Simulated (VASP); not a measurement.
Method: AM05 GGA, VASP's PBE PAW potentials (set 64) (plane waves; VASP).

VASP input:

**POSCAR**
```
InSb
1
    0.0000000000     3.3023149077     3.3023149077
    3.3023149077     0.0000000000     3.3023149077
    3.3023149077     3.3023149077     0.0000000000
In Sb
1 1
Direct
  1.0000000000   1.0000000000   1.0000000000
  0.2500000000   0.2500000000   0.2500000000
```

**KPOINTS**
```
K-points
0
Gamma
  10 10 10
0 0 0
```

**INCAR**
```
ISIF  =  2   ! forces and stress, cell fixed
NELM  =  100
ISMEAR  =  1   ! Methfessel-Paxton
ENCUT  =  520
SIGMA  =  0.1   ! width (eV)
LWAVE  =  .FALSE.
LREAL  =  .FALSE.
PREC  =  Accurate
LMAXMIX  =  4
LCHARG  =  .FALSE.
EDIFF  =  1E-7   ! SCF stop (eV)
SYSTEM  =  InSb
ALGO  =  Normal
GGA  =  AM
LASPH  =  .TRUE.
```

POTCAR, in this order: In_d Sb (PBE.64 set). Program: vasp_std.

Output of the run:

**OUTCAR**
```
 ion  position               nearest neighbor table
   1  0.000  0.000  0.000-   2 2.86   2 2.86   2 2.86   2 2.86
   2  0.250  0.250  0.250-   1 2.86   1 2.86   1 2.86   1 2.86
  LATTYP: Found a face centered cubic cell.
 ALAT       =     6.6046298154
 Subroutine PRICEL returns:
 Original cell was already a primitive cell.
 Subroutine GETGRP returns: Found 24 space group operations
The static configuration has the point symmetry T_d .
The dynamic configuration has the point symmetry T_d .
 Subroutine INISYM returns: Found 24 space group operations
 Subroutine IBZKPT returns following result:
 Found     47 irreducible k-points:

 Following reciprocal coordinates:
            Coordinates               Weight
  0.000000  0.000000  0.000000      1.000000
  0.100000  0.000000  0.000000      8.000000
  0.200000  0.000000  0.000000      8.000000
  0.300000  0.000000  0.000000      8.000000
  0.400000  0.000000  0.000000      8.000000
  0.500000  0.000000  0.000000      4.000000
  0.100000  0.100000  0.000000      6.000000
  0.200000  0.100000  0.000000     24.000000
  0.300000  0.100000  0.000000     24.000000
  0.400000  0.100000  0.000000     24.000000
  0.500000  0.100000  0.000000     24.000000
 -0.400000  0.100000  0.000000     24.000000
 -0.300000  0.100000  0.000000     24.000000
 -0.200000  0.100000  0.000000     24.000000
 -0.100000  0.100000  0.000000     12.000000
  0.200000  0.200000  0.000000      6.000000
  0.300000  0.200000  0.000000     24.000000
  0.400000  0.200000  0.000000     24.000000
  0.500000  0.200000  0.000000     24.000000
 -0.400000  0.200000  0.000000     24.000000
 -0.300000  0.200000  0.000000     24.000000
 -0.200000  0.200000  0.000000     12.000000
  0.300000  0.300000  0.000000      6.000000
  0.400000  0.300000  0.000000     24.000000
  0.500000  0.300000  0.000000     24.000000
 -0.400000  0.300000  0.000000     24.000000
 -0.300000  0.300000  0.000000     12.000000
  0.400000  0.400000  0.000000      6.000000
  0.500000  0.400000  0.000000     24.000000
 -0.400000  0.400000  0.000000     12.000000
  0.500000  0.500000  0.000000      3.000000
  0.300000  0.200000  0.100000     24.000000
  0.400000  0.200000  0.100000     48.000000
  0.500000  0.200000  0.100000     48.000000
 -0.400000  0.200000  0.100000     24.000000
  0.400000  0.300000  0.100000     24.000000
  0.500000  0.300000  0.100000     48.000000
 -0.400000  0.300000  0.100000     48.000000
 -0.300000  0.300000  0.100000     48.000000
 -0.200000  0.300000  0.100000     24.000000
   k-points           NKPTS =     47   k-points in BZ     NKDIM =     47   number of bands    NBANDS=     13
   number of dos      NEDOS =    301   number of ions     NIONS =      2
   total plane-waves  NPLWV =  46656
   dimension x,y,z NGX =    36 NGY =   36 NGZ =   36
   dimension x,y,z NGXF=    72 NGYF=   72 NGZF=   72
   ions per type =               1   1
   PREC   = accura    normal or accurate (medium, high low for compatibility)
   ISTART =      0    job   : 0-new  1-cont  2-samecut
   ICHARG =      2    charge: 1-file 2-atom 10-const
   ISPIN  =      1    spin polarized calculation?
   LNONCOLLINEAR =      F non collinear calculations
   LSORBIT =      F    spin-orbit coupling
   INIWAV =      1    electr: 0-lowe 1-rand  2-diag
   ENCUT  =  520.0 eV  38.22 Ry    6.18 a.u.   8.68  8.68  8.68*2*pi/ulx,y,z
   NELM   =    100;   NELMIN=  2; NELMDL= -5     # of ELM steps
   EDIFF  = 0.1E-06   stopping-criterion for ELM
   LREAL  =      F    real-space projection
   NLSPLINE    = F    spline interpolate recip. space projectors
   LMAXMIX     =    4 max onsite mixed and CHGCAR
...
```

**OSZICAR**
```
       N       E                     dE             d eps       ncg     rms          rms(c)
DAV:   1     0.111408882771E+03    0.11141E+03   -0.80662E+03  1222   0.136E+03
DAV:   2     0.280477815152E-01   -0.11138E+03   -0.10913E+03  1322   0.304E+02
DAV:   3    -0.707712919682E+01   -0.71052E+01   -0.70402E+01  1597   0.855E+01
DAV:   4    -0.727066594013E+01   -0.19354E+00   -0.19347E+00  1477   0.167E+01
DAV:   5    -0.727924839803E+01   -0.85825E-02   -0.85823E-02  1779   0.286E+00    0.357E+00
DAV:   6    -0.717584391599E+01    0.10340E+00   -0.19574E-01  1681   0.767E+00    0.205E+00
DAV:   7    -0.716163258455E+01    0.14211E-01   -0.71737E-02  1597   0.292E+00    0.596E-01
DAV:   8    -0.716307913461E+01   -0.14466E-02   -0.85749E-03  1443   0.118E+00    0.240E-01
DAV:   9    -0.716410794437E+01   -0.10288E-02   -0.13672E-03  1402   0.316E-01    0.740E-02
DAV:  10    -0.716421940217E+01   -0.11146E-03   -0.98111E-05  1481   0.696E-02    0.339E-02
DAV:  11    -0.716430356238E+01   -0.84160E-04   -0.18391E-04  1267   0.848E-02    0.237E-02
DAV:  12    -0.716430354380E+01    0.18583E-07   -0.22998E-06  1445   0.107E-02    0.774E-03
DAV:  13    -0.716430507309E+01   -0.15293E-05   -0.42370E-06  1272   0.123E-02    0.396E-03
DAV:  14    -0.716430507867E+01   -0.55745E-08   -0.10784E-07  1179   0.398E-03
   1 F= -.71643051E+01 E0= -.71643917E+01  d E =0.259985E-03
```

File OUTCAR:
```
------------------------ aborting loop because EDIFF is reached ----------------------------------------
  FORCE on cell =-STRESS in cart. coord.  units (eV):
  Direction    XX          YY          ZZ          XY          YZ          ZX
  --------------------------------------------------------------------------------------
  Total       -0.4951861     -0.4951861     -0.4951861      0.0000000      0.0000000     -0.0000000
  in kB      -11.0152294    -11.0152294    -11.0152294      0.0000000      0.0000000     -0.0000000
  external PRESSURE =     -11.0152294 kB  Pullay stress =       0.0000000 kB
  volume of cell :       72.03
      direct lattice vectors                 reciprocal lattice vectors
     0.000000000  3.302314908  3.302314908    -0.151408940  0.151408940  0.151408940
     3.302314908  0.000000000  3.302314908     0.151408940 -0.151408940  0.151408940
     3.302314908  3.302314908  0.000000000     0.151408940  0.151408940 -0.151408940
  FREE ENERGIE OF THE ION-ELECTRON SYSTEM (eV)
  ---------------------------------------------------
  free  energy   TOTEN  =        -7.1643050787 eV

  energy  without entropy=       -7.1645650637  energy(sigma->0) =       -7.16439174
```
(Selected blocks of OUTCAR.)

The compound is InSb in the zinc blende structure. This cell is one point of a volume scan, at 1.03 of the reference volume.
